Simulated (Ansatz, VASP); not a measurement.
## One calculation of Na2Pd3, two programs

File INCAR:

```
SYSTEM = Na2Pd3
PREC = Accurate ; ENCUT = 600
EDIFF = 1E-7 ; ISMEAR = 0
SIGMA = 0.1 ; LREAL = .False.
LASPH = .True. ; NELM = 100
ALGO = Fast ; ISIF = 3
LWAVE = .False. ; LCHARG = .False.
GGA = PE ; IBRION = 2
NSW = 90 ; EDIFFG = -0.04
```

KPOINTS

```
Automatic mesh
0
Gamma
  4 4 4
  0 0 0
```

POSCAR

```
Na2Pd3
1.0
    4.6418307800      0.0000000000      0.0000000000
    0.0000000000      4.6418307800      0.0000000000
    0.0000000000      0.0000000000      4.6418307800
Na Pd
2 3
Direct
    0.5000000000      0.5000000000      0.5000000000
    0.0000000000      0.0000000000      0.0000000000
    0.5000000000      0.0000000000      0.0000000000
    0.0000000000      0.5000000000      0.0000000000
    0.0000000000      0.0000000000      0.5000000000
```

Input for Ansatz:

```yaml
crystal:
  lattice:
    - [4.64183078, 0.0, 0.0]
    - [0.0, 4.64183078, 0.0]
    - [0.0, 0.0, 4.64183078]
  atoms:
    - { symbol: Na, position: [0.5, 0.5, 0.5] }
    - { symbol: Na, position: [0.0, 0.0, 0.0] }
    - { symbol: Pd, position: [0.5, 0.0, 0.0] }
    - { symbol: Pd, position: [0.0, 0.5, 0.0] }
    - { symbol: Pd, position: [0.0, 0.0, 0.5] }
basis:
  ecutwfc: 420
kpoints:
  mp_grid: { grid: [4, 4, 4] }
hamiltonian:
  xc: pbe
scf:
  occupations: { method: gaussian, width: 0.1 }
  lower_state_search: "off"
output:
  forces: true
  stress: true
  eigenvalues: true
relax:
  adjacent_minimum: "off"
  f_tol: 0.04
  max_steps: 70
  cell: { stress_tol: 0.4 }
```

Alike in both runs: task relaxation of cell and atoms; functional PBE; k mesh 4 × 4 × 4; occupations gaussian, width 0.1 eV; no spin polarisation.

|  | VASP | Ansatz |
| --- | --- | --- |
| version | VASP 6.6.1 | Ansatz 0.2.0 |
| potentials or method | VASP PAW PBE potentials, release 64 (Na_pv, Pd) | scalar-relativistic, plane waves, PAW |
| plane-wave cutoff (eV) | 600 | 420 |
| valence electrons in the cell | 44 | 72 |

Ansatz gave:

```
gap on the k mesh at the Fermi level, each at its own relaxed structure (eV) : none
relaxed volume (Å³/atom)                                                     : 22.72
relaxed cell length with the largest relative difference (Å)                 : 4.843
energy change over the relaxation (meV/atom)                                 : -41
```

**Question.** Estimate VASP's values.

**Answer.** gap on the k mesh at the Fermi level, each at its own relaxed structure (eV): none; relaxed volume (Å³/atom): 22.83; relaxed cell length with the largest relative difference (Å): 4.851; energy change over the relaxation (meV/atom): -42.

A gap of «none» marks a metal or a gap that the smearing closes. The two sets of potentials don't hold the same shells in valence.
